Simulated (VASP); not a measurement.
# A VASP study of Co2TeS (RPBE): structure first, properties next, part 4 of 4

What structure does Co2TeS take at this level, and what are its properties? The cell is invented: it takes the structure of a Materials Project entry for Mg2TeS (space group 160 there), with some of its atoms replaced by other elements, volume scaled by an estimate. It may not be a known or stable phase.

VASP 6.6.1; RPBE, spin-polarised from a ferromagnetic start; plane waves and PAW (Te, Co, S); invented cell.

Still holding for the runs below: The magnetic state follows from one typed start and may not be the lowest.

So far. Step 5 (Band structure (RPBE)): There is no gap at this level. Step 6 (Total and projected DOS (RPBE)): The finer mesh and the other smearing move the Fermi level by +0.01 eV from the 7×7×7 run, a small shift, which tests the Fermi level alone. Of the states within 0.3 eV of the Fermi level, the largest shares in the PAW spheres are Co d 71 % and S p 6 %. The rest lies in smaller channels or between the spheres. The relaxed cell has a = 3.757, c = 17.932 Å (conventional setting).

**7. Field gradients at the nuclei (RPBE)**

Field gradients probe how far the charge around each nucleus departs from cubic symmetry; LASPH keeps the non-spherical terms inside the spheres.

Contents of INCAR:

```
SYSTEM = Co2TeS
PREC = Accurate
ENCUT = 400
EDIFF = 1E-07
NELM = 100
ISMEAR = -1
SIGMA = 0.05
LREAL = .FALSE.
ALGO = Normal
GGA = RP
NBANDS = 23
ISPIN = 2
MAGMOM = -0.026 0.566 0.481 0.041
LMAXMIX = 4
LORBIT = 11
LWAVE = .FALSE.
LCHARG = .FALSE.
KPAR = 2
LEFG = .TRUE.
LASPH = .TRUE.
```

Contents of POSCAR:

```
Co2TeS
1.0
    1.8784615242      1.0845302393      5.9772850919
   -1.8784615242      1.0845302393      5.9772850919
    0.0000000000     -2.1690604786      5.9772850919
Te Co S
1 2 1
Direct
    0.8809363647      0.8809363647      0.8809363647
    0.0239557777      0.0239557777      0.0239557777
    0.4817333976      0.4817333976      0.4817333976
    0.3633771300      0.3633771300      0.3633771300
```

Contents of KPOINTS:

```
Automatic mesh
0
Gamma
7 7 7
0 0 0
```

PAW data sets: Te, Co and S (PBE family, release 64).

The run is started by

```console
> mpirun -np 2 vasp_std
```

The program printed:

```text
[... set-up lines as in an earlier step ...]
 entering main loop
       N       E                     dE             d eps       ncg     rms          rms(c)
DAV:   1     0.167268009246E+03    0.16727E+03   -0.10080E+04  4048   0.105E+03
DAV:   2    -0.823459433708E+01   -0.17550E+03   -0.16420E+03  4132   0.258E+02
DAV:   3    -0.215374340282E+02   -0.13303E+02   -0.12915E+02  5156   0.820E+01
DAV:   4    -0.219588454987E+02   -0.42141E+00   -0.42093E+00  4809   0.155E+01
DAV:   5    -0.219752494906E+02   -0.16404E-01   -0.16400E-01  5546   0.307E+00    0.160E+01
DAV:   6    -0.253924259370E+02   -0.34172E+01   -0.31937E+01  4946   0.921E+01    0.222E+01
 hard stop encountered!  aborting job ...
 [... a notice as in an earlier step ...]

 soft stop encountered!  aborting job ...
ion   1
     0.0000000     0.0000000    -0.0000000     0.0383546    -0.0000000     0.0000003
     0.0000585     0.0000000    -0.0000000     0.0383546    -0.0000000     0.0000003
     0.0000806     0.0000000    -0.0000000     0.0383546    -0.0000000     0.0000003
     0.0001110     0.0000000    -0.0000000     0.0383546    -0.0000000     0.0000003
     0.0001528     0.0000000    -0.0000000     0.0383546    -0.0000000     0.0000003

     0.0000000     0.0000000    -0.0000000   -22.9234775    -0.0000000     0.0000331
     0.0000585     0.0000000    -0.0000000   -22.9182383    -0.0000000     0.0000331
     0.0000806     0.0000000    -0.0000000   -22.9154936    -0.0000000     0.0000331
     0.0001110     0.0000000    -0.0000000   -22.9111525    -0.0000000     0.0000331
     0.0001528     0.0000000    -0.0000000   -22.9043163    -0.0000000     0.0000331

ion   2
     0.0000000     0.0000000     0.0000000     0.9335798     0.0000000     0.0000049
     0.0000452     0.0000000     0.0000000     0.9335798     0.0000000     0.0000049
     0.0000623     0.0000000     0.0000000     0.9335798     0.0000000     0.0000049
     0.0000858     0.0000000     0.0000000     0.9335797     0.0000000     0.0000049
     0.0001181     0.0000000     0.0000000     0.9335797     0.0000000     0.0000049

     0.0000000     0.0000000     0.0000000   -36.4117613     0.0000000     0.0000393
     0.0000452     0.0000000     0.0000000   -36.4107975     0.0000000     0.0000393
     0.0000623     0.0000000     0.0000000   -36.4102330     0.0000000     0.0000393
     0.0000858     0.0000000     0.0000000   -36.4093042     0.0000000     0.0000393
     0.0001181     0.0000000     0.0000000   -36.4077839     0.0000000     0.0000393

ion   3
     0.0000000    -0.0000000     0.0000001    -7.4971514     0.0000000     0.0000045
     0.0000452    -0.0000000     0.0000001    -7.4971513     0.0000000     0.0000045
     0.0000623    -0.0000000     0.0000001    -7.4971512     0.0000000     0.0000045
     0.0000858    -0.0000000     0.0000001    -7.4971511     0.0000000     0.0000045
     0.0001181    -0.0000000     0.0000001    -7.4971508     0.0000000     0.0000045

     0.0000000    -0.0000000     0.0000009   -10.9122872     0.0000000     0.0000336
     0.0000452    -0.0000000     0.0000009   -10.9132570     0.0000000     0.0000336
     0.0000623    -0.0000000     0.0000009   -10.9138259     0.0000000     0.0000336
     0.0000858    -0.0000000     0.0000009   -10.9147627     0.0000000     0.0000336
     0.0001181    -0.0000000     0.0000009   -10.9162969     0.0000000     0.0000336

ion   4
     0.0000000    -0.0000000     0.0000000    -0.8982256    -0.0000000     0.0000012
     0.0000369    -0.0000000     0.0000000    -0.8982256    -0.0000000     0.0000012
     0.0000508    -0.0000000     0.0000000    -0.8982256    -0.0000000     0.0000012
     0.0000700    -0.0000000     0.0000000    -0.8982256    -0.0000000     0.0000012
     0.0000964    -0.0000000     0.0000000    -0.8982256    -0.0000000     0.0000012

     0.0000000    -0.0000000     0.0000000    -7.5911743    -0.0000000     0.0000148
     0.0000369    -0.0000000     0.0000000    -7.5911544    -0.0000000     0.0000148
     0.0000508    -0.0000000     0.0000000    -7.5911423    -0.0000000     0.0000148
     0.0000700    -0.0000000     0.0000000    -7.5911222    -0.0000000     0.0000148
     0.0000964    -0.0000000     0.0000000    -7.5910890    -0.0000000     0.0000148

   1 F= -.25392426E+02 E0= -.25377718E+02  d E =-.294157E-01  mag=     0.6390
 deleting file STOPCAR
```

Elapsed: 94 s, on 2 MPI ranks of AMD EPYC 7R43, shared host; peak memory 0.64 GiB.

The run was stopped at its time limit, by a STOPCAR file.

More ranks or a longer limit would be the way on.

**8. Summary of results**

```json
{
  "relaxed volume": "18.27 Å³/atom",
  "relaxed conventional cell a, b, c": "3.757, 3.757, 17.932 Å; angles 90.0, 90.0, 120.0°",
  "space group after relaxing, within 0.02 Å": "R3m (No. 160)",
  "moment of the cell (10×10×10 mesh)": "1.23 μB",
  "largest site moment (10×10×10 mesh)": "0.699 μB on Co2",
  "band gap": "none, a metal",
  "DOS at the Fermi level": "2.78 states/eV/cell"
}
```

With RPBE, Co2TeS relaxes to 18.27 Å³/atom in space group R3m, comes out as a metal and keeps moments of up to 0.699 μB (10×10×10 mesh). Not obtained: field gradients at the nuclei (RPBE), because the run hit its time limit. Band structure (RPBE), spin up: Of the bands kept, 4 cross the Fermi level on this path. Band structure (RPBE), spin down: Of the bands kept, 2 cross the Fermi level on this path. Spin-orbit coupling is left out, and with elements this heavy it would split and shift bands near the Fermi level. The k-sampling is coarse for a metal, so the Fermi level, moments, pressures and the shape of the cell carry errors. Only the typed magnetic starts were tried, so the magnetic ground state may differ and with it the other results. No search among competing phases was made. All values are for a static lattice at zero temperature.

[Lines on the potential files, build, host, timing and source positions are cut from VASP's logs without a mark.]

[Logs are printed without paths, hosts, clocks, repeated set-up lines and the standing remarks that a program may print on its own settings, such as how far it seeks lower states.]

[Hosts, paths, dates, database ids (printed as entryN), source tags and the programs' standing remarks are cut or masked in the printed files.]

[A measured line is paired with the nearest computed mode of its activity, which favours agreement.]
